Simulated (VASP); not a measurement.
```yaml
crystal:
  lattice:
    - [0.00000, 3.43780, 3.43780]
    - [3.43780, 0.00000, 3.43780]
    - [3.43780, 3.43780, 0.00000]
  atoms:
    - { symbol: Ag, position: [0.00000, 0.00000, 0.00000] }
    - { symbol: I, position: [0.25000, 0.25000, 0.25000] }
```

These are revPBE GGA, VASP's PBE PAW potentials (set 64) (plane waves; VASP) values and carry that method's errors. Numerical set-up: 520 eV cut-off, 7×7×7 Γ-centred mesh, Gaussian smearing of 0.050 eV, potentials Ag I.

Unless said otherwise, spin-orbit coupling is left out, though it shifts the bands of the heavy elements here.

Estimate the energy per atom (σ→0), pressure, band gap (on the k-mesh) with the smallest direct gap where there is one.

```json
{
  "band gap (on the k-mesh)": "1.51 eV",
  "smallest direct gap (on the k-mesh)": "1.51 eV",
  "energy per atom (σ→0)": "-2.101 eV/atom",
  "pressure": "-1.05 GPa"
}
```

The absolute energy has meaning only against runs of the same code, potentials and settings.

The compound is AgI in the zinc blende structure, whereas wurtzite is the usual form. This cell is one point of a volume scan, at 1.06 of the reference volume.
